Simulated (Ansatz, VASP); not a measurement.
# Cross-check of InCl3 between VASP and Ansatz

One calculation is typed for both programs; each brings its own data sets. How far apart do they land? The cell is generated by rule, not measured, and may not be a known phase. Of the first pair: The cell is taken from a series of runs on this material, whose earlier steps may have relaxed, scaled, displaced or heated it; both programs get it as it stands.

Main program and level: Ansatz 0.2.0; plane waves, with VASP 6.6.1 beside it; relaxation of cell and atoms at PBEsol.

## Step 1: The structure

Symmetry: Pm-3m, No. 221, cubic system. Conventional cell: a = 5.024 Å, b = 5.024 Å, c = 5.024 Å, α = 90.00°, β = 90.00°, γ = 90.00°. Nearest to In lie 6 Cl at 2.51 Å. Cl has 2 In at 2.51 Å nearest. Farther neighbours and most contacts between anions are not listed.

Coordinates:

```cif
data_structure
_symmetry_space_group_name_H-M 'Pm-3m'
_symmetry_Int_Tables_number 221
_cell_length_a 5.0240
_cell_length_b 5.0240
_cell_length_c 5.0240
_cell_angle_alpha 90.000
_cell_angle_beta 90.000
_cell_angle_gamma 90.000
_cell_volume 126.81
loop_
_atom_site_label
_atom_site_type_symbol
_atom_site_symmetry_multiplicity
_atom_site_Wyckoff_symbol
_atom_site_fract_x
_atom_site_fract_y
_atom_site_fract_z
_atom_site_occupancy
In1 In 1 a 0.00000 0.00000 0.00000 1
Cl1 Cl 3 d 0.50000 0.00000 0.00000 1
```

## Step 2: Ansatz: relaxation of cell and atoms, PBEsol, pair 1

Ansatz runs on its default PAW (the set named soft_2) files.

The relaxed volume is the usual yardstick between codes: in a stiff, nearly cubic crystal its relative difference is about their pressure difference at one cell divided by the bulk modulus.

Input file input.yaml:

```yaml
crystal:
  lattice:
    - [5.0239648185, 0.0, 0.0]
    - [0.0, 5.0239648185, 0.0]
    - [0.0, 0.0, 5.0239648185]
  atoms:
    - { symbol: In, position: [0.0, 0.0, 0.0] }
    - { symbol: Cl, position: [0.5, 0.0, 0.0] }
    - { symbol: Cl, position: [0.0, 0.5, 0.0] }
    - { symbol: Cl, position: [0.0, 0.0, 0.5] }
kpoints:
  mp_grid: { grid: [8, 8, 8] }
hamiltonian:
  xc: pbesol
scf:
  occupations: { method: methfessel_paxton, width: 0.2 }
output:
  forces: true
  stress: true
  eigenvalues: true
relax:
  adjacent_minimum: "off"
  f_tol: 0.001
  max_steps: 60
  cell: { stress_tol: 0.01 }
```

The run is started by

```bash
$ ansatz run input.yaml --threads 4 --pin off --max-ram 7168MiB --backend cpu --events-out ev --progress --plain --runs-dir out
```

Numbers of over 12 decimals in the logs are rounded to 6 here.

Output:

```text
Engine: ansatz 0.2.0, aarch64-unknown-linux-gnu
Pseudopotentials: kind: paw
Pseudopotential: In, paw, valence charge 13, recommended cutoff 420 eV (normal), In.paw.azcp
Pseudopotential: Cl, paw, valence charge 7, recommended cutoff 420 eV (normal), Cl.paw.azcp
Functional definition: PBEsol
  exchange = pbesol_x
  correlation = pbesol_c
Crystal: 4 atoms, lattice volume = 126.806 Å³
Basis set: ecut = 420 eV, 2517 PW (Γ), exchange–correlation on 72×72×72 points (8 copies of the dense FFT grid, shifted against one another)
Bands: 21, of which v1, the nominal top of the filled ones, is band 17 counted from 1 (16 counted from 0)
Symmetry: 48 space group operations
Space group: Pm-3m (ITA 221), of the structure as read, at distance tolerance 5.0e-5 Å
k-points: 35 of 512
Non-local potential: In, projectors of the file, l = 0: 2, l = 1: 2, l = 2: 2, l = 3: 2
Non-local potential: Cl, projectors of the file, l = 0: 2, l = 1: 2, l = 2: 2
PAW form: soft (Blöchl's): semilocal exchange-correlation on the pseudo side does not see the compensation charge
PAW frozen core: In, regenerated for the run's functional, and the local potential with it (the file was generated under x = pbe(κ = 0.804, μ = 0.219515), c = pbe(β = 0.066725))
PAW frozen core: Cl, regenerated for the run's functional, and the local potential with it (the file was generated under x = pbe(κ = 0.804, μ = 0.219515), c = pbe(β = 0.066725))
PAW one-centre angular grid: In, 590 points (default); XC on 64 Gauss nodes
PAW one-centre angular grid: Cl, 110 points (default); XC on 64 Gauss nodes
Initial density: superposition of atomic densities (neutral atoms: chi_scale 0, normalization atom), corrected by the library's trained network
Initial wavefunctions: pseudopotential atomic-orbital guess
Functional: x = pbesol(κ = 0.804, μ = 0.123457), c = pbesol(β = 0.046)
SCF iter   1: F=—  HF=-8711.372865 eV  |F-HF|=—  |Δ(HF+E_count)|=         —  Δρ=3.68e-3  dr2=2.02e-2  ethr=1.77e-3  ⟨swp⟩=5.7  Hψ=3622  notcnv=0
preconditioner: auto → none  [metal: Δε(μ)=0.124 eV  Ē_g=13.806 eV  σ=0.200 eV  W_gap=0.50  n_scr=26 (ndim 8)  ℏωp=19.2 eV  f_vac=0.248  D(μ)=0.92/eV (n_scr^D=0)  sad-step TF]
SCF iter   2: F=—  HF=-8711.368273 eV  |F-HF|=—  |Δ(HF+E_count)|=   4.59e-3  S|Δr|=    0.00e0  Δρ=1.70e-3  dr2=5.27e-3  ethr=5.93e-5  ⟨swp⟩=2.3  Hψ=1521  notcnv=0
preconditioner: auto → Resta (q_TF=auto, 2.191 Å⁻¹)  ε∞=2.9  [insulator: Δε(μ)=0.141 eV  Ē_g=13.827 eV  σ=0.200 eV  W_gap=0.56  n_scr=26 (ndim 8)  ℏωp=19.2 eV  f_vac=0.246  D(μ)=0.90/eV (n_scr^D=0)  ε∞_Penn≈2.9  vacuum switching on, ρ_ref=1.4e-2 e/Å³]
SCF iter   3: F=—  HF=-8711.367770 eV  |F-HF|=—  |Δ(HF+E_count)|=   5.03e-4  S|Δr|=    0.00e0  Δρ=3.54e-4  dr2=2.74e-4  ethr=1.55e-5  ⟨swp⟩=2.9  Hψ=1353  notcnv=0
SCF iter   4: F=—  HF=-8711.367714 eV  |F-HF|=—  |Δ(HF+E_count)|=   5.51e-5  S|Δr|=    0.00e0  Δρ=1.04e-4  dr2=1.07e-5  ethr=8.05e-7  ⟨swp⟩=2.9  Hψ=1398  notcnv=0
SCF iter   5: F=—  HF=-8711.367708 eV  |F-HF|=—  |Δ(HF+E_count)|=   5.93e-6  S|Δr|=    0.00e0  Δρ=3.05e-5  dr2=9.00e-7  ethr=3.16e-8  ⟨swp⟩=2.9  Hψ=1380  notcnv=0
SCF iter   6: F=-8711.367710 eV  HF=-8711.367710 eV  |F-HF|=1.01e-8  |Δ(HF+E_count)|=   1.22e-6  S|Δr|=    0.00e0  Δρ=4.41e-6  dr2=1.94e-8  ethr=2.94e-10  ⟨swp⟩=7.2  Hψ=3762  notcnv=0
SCF 1 converged in 6 iterations: F = -8711.367710 eV  dr2 = 1.94e-8
  greatest PAW one-centre occupation: 0.986 electrons in one spin orbital (limit 2), on the In atom at site 0 (counted from 0), in its partial waves of l = 2
relax step   1: F+E_penalty+E_count = -8711.36770971 eV  Δ(F+E_penalty+E_count) = +0.000e0 eV  max|allowed force component| = 3.509e-30 eV/Å  Δτ_max = 0.0000 Å  P = +0.005 GPa  Ω = 126.806 Å³  (6 SCF iters, dr2 threshold 1.00e-7 eV, accepted)
Initial density: handed on by an earlier stage of this run
Initial wavefunctions: pseudopotential atomic-orbital guess (no wavefunctions were taken with the density)
iter 1 solved again at ethr=1.81e-7 eV; its pass at ethr=3.10e-3 eV (dr2=6.16e-5 eV) is discarded
SCF iter   1: F=—  HF=-8711.367709 eV  |F-HF|=—  |Δ(HF+E_count)|=         —  Δρ=4.60e-6  dr2=1.92e-8  ethr=1.81e-7  ⟨swp⟩=3.3  Hψ=5834  notcnv=0
eigensolver tolerance schedule: the retry pair's looser diagonalisation over-reported the residual by 3215.44 of it (diagonalisation noise at 0.23 of the residual, at the tolerance the schedule requests for it); recorded, not acted on — ethr = c·dr2/N_el stays at c = 1.0e-1
preconditioner: auto → Resta (q_TF=auto, 2.191 Å⁻¹)  ε∞=2.9  [insulator: Δε(μ)=0.148 eV  Ē_g=13.842 eV  σ=0.200 eV  W_gap=0.58  n_scr=26 (ndim 8)  ℏωp=19.2 eV  f_vac=0.239  D(μ)=0.89/eV (n_scr^D=0)  ε∞_Penn≈2.9]
SCF iter   2: F=—  HF=-8711.367710 eV  |F-HF|=—  |Δ(HF+E_count)|=   6.19e-7  S|Δr|=    0.00e0  Δρ=2.08e-6  dr2=5.67e-9  ethr=5.63e-11  ⟨swp⟩=3.0  Hψ=1566  notcnv=0
SCF iter   3: F=—  HF=-8711.367710 eV  |F-HF|=—  |Δ(HF+E_count)|=   1.52e-9  S|Δr|=    0.00e0  Δρ=4.93e-7  dr2=4.89e-10  ethr=1.67e-11  ⟨swp⟩=2.2  Hψ=1154  notcnv=0
SCF iter   4: F=—  HF=-8711.367710 eV  |F-HF|=—  |Δ(HF+E_count)|=  5.64e-11  S|Δr|=    0.00e0  Δρ=2.07e-7  dr2=9.02e-11  ethr=1.44e-12  ⟨swp⟩=2.1  Hψ=1305  notcnv=0
SCF iter   5: F=—  HF=-8711.367710 eV  |F-HF|=—  |Δ(HF+E_count)|=  1.46e-11  S|Δr|=    0.00e0  Δρ=4.23e-8  dr2=6.73e-12  ethr=1.00e-12  ⟨swp⟩=1.3  Hψ=747  notcnv=0
SCF iter   6: F=-8711.367710 eV  HF=-8711.367710 eV  |F-HF|=1.82e-12  |Δ(HF+E_count)|=  1.82e-12  S|Δr|=    0.00e0  Δρ=2.02e-8  dr2=3.39e-13  ethr=1.00e-12  ⟨swp⟩=5.7  Hψ=3368  notcnv=0
SCF 2 converged in 6 iterations: F = -8711.367710 eV  dr2 = 3.39e-13
relax step   2: F+E_penalty+E_count = -8711.36770971 eV  Δ(F+E_penalty+E_count) = -4.089e-9 eV  max|allowed force component| = 3.985e-30 eV/Å  Δτ_max = 0.0000 Å  P = +0.005 GPa  Ω = 126.806 Å³  stress off target by 4.98e-3 GPa  SCF on the basis re-selected at this cell (its energy is not comparable with the rows above)  (6 SCF iters)
basis re-selected at this cell: Δ(F+E_penalty+E_count) = -4.089e-9 eV, ΔP = -0.000 GPa vs the last step (what re-selecting the basis moved, of the pressure what is left beyond the Pulay correction that the steps carried, after the strain that the cell walked since its last selection, with what the two solves' SCF thresholds leave and, on support functions, any second-order correction that the steps lacked; it is no m [...]
SCF converged after 6 iterations
Stability not checked: this state was not tested for a lower state beside it, because cold or Methfessel-Paxton smearing, or corrected tetrahedra, fill the levels in a way that the test cannot read (fill_not_monotonic; see scf.lower_state_search)
Free energy (F): -8711.367710 eV
Harris-Foulkes:  -8711.367710 eV  (|F-HF|=1.82e-12)
Internal energy: -8711.375683 eV  (E = F + TS)
E sigma→0 (E₀):  -8711.369703 eV
Entropy (-TS):   0.007974 eV (1.993 meV/atom)
Fermi energy:    0.686978 eV
Step filling:    the computed levels leave a gap of 0.0000 eV = 0.0 smearing widths at the electron count; against every level under it full and every level over it empty, smearing changes F+E_penalty+E_count by +3.875 meV and its σ→0 estimate by +1.881 meV
--- Per-component energies (eV) ---
  E_band       = -227.506862
  E_kinetic    = 725.536080
  E_local      = -2846.559511  (includes V_loc(G=0)·N_el)
  E_nonlocal   = 458.401482
  E_hartree    = 1098.452548
  E_xc         = -527.957610
  E_vxc        = -459.781095  (∫ρ·V_xc dr)
  E_paw        = -6014.328504  (= ΣΔE_a)
  E_vpaw       = -302.009234  (= ΣTr[D̂ρ^β])
  E_aug_tail   = 0.000310  (compensation charges beyond the density's cutoff)
  E_ewald      = -1605.391678
  E_core_change = 0.471199  (= ΣΔE_core)
  E_smearing   = 0.007974  (= −TS)
  E_closure    = 0.000000  (closes the sum)
  Σ components = -8711.367710   (vs F -8711.367710, Δ=0.00e0)
--- Forces (eV/Å), atoms counted from 1 ---
  atom   1  In    -0.00000000     0.00000000    -0.00000000
  atom   2  Cl    -0.00000000    -0.00000000     0.00000000
  atom   3  Cl     0.00000000     0.00000000     0.00000000
  atom   4  Cl     0.00000000     0.00000000     0.00000000
  max |Σ_I F_I| component: 6.67e-30 eV/Å
--- Stress (GPa, compression-positive) ---
        0.004978       0.000000      -0.000000
        0.000000       0.004978       0.000000
        0.000000       0.000000       0.004978
  P = ⅓ Tr σ = 0.0050 GPa (0.050 kbar)
--- Band table (eV; the first three rows and the last of 35) ---
  k-point 0: bands = [... 13 lower, -0.0864, -0.0602, -0.0602, -0.0602, 0.1188, 7.2036, 9.5666, 9.5666]
  k-point 1: bands = [... 13 lower, -0.1157, -0.1064, -0.0674, -0.0674, 0.7718, 7.3598, 9.6081, 9.6327]
  k-point 2: bands = [... 13 lower, -0.2067, -0.1538, -0.0662, -0.0662, 1.8026, 7.7933, 9.7171, 9.8229]
  k-point 34: bands = [... 13 lower, -0.3530, 0.6236, 0.6236, 0.6236, 5.8746, 5.8746, 5.8746, 7.5660]
--- Relaxed structure (1 steps of the walk, 1 accepted, 1 SCFs on fresh bases) ---
  F+E_penalty+E_count = -8711.36770971 eV   max|allowed force component| = 3.985e-30 eV/Å   (the final SCF, on the basis selected at the relaxed cell)
  cell:  # Å, volume = 126.8060 Å³
    - [5.0239648185, 0.0, 0.0]
    - [0.0, 5.0239648185, 0.0]
    - [0.0, 0.0, 5.0239648185]
  atoms:
    - { symbol: In, position: [0.0, 0.0, 0.0] }
    - { symbol: Cl, position: [0.5, 0.0, 0.0] }
    - { symbol: Cl, position: [0.0, 0.5, 0.0] }
    - { symbol: Cl, position: [0.0, 0.0, 0.5] }
```

The column dr2 measures how far the density is from self-consistency, as an energy; F and HF (Harris–Foulkes) agree once it is small.

[end of part 1 of 3]

[Lines on the potential files, build, host, timing and source positions are cut from VASP's logs without a mark.]

[Logs are printed without paths, hosts, clocks, repeated set-up lines and the standing remarks that a program may print on its own settings, such as how far it seeks lower states.]

[Hosts, paths, dates, database ids (printed as entryN), source tags and the programs' standing remarks are cut or masked in the printed files.]
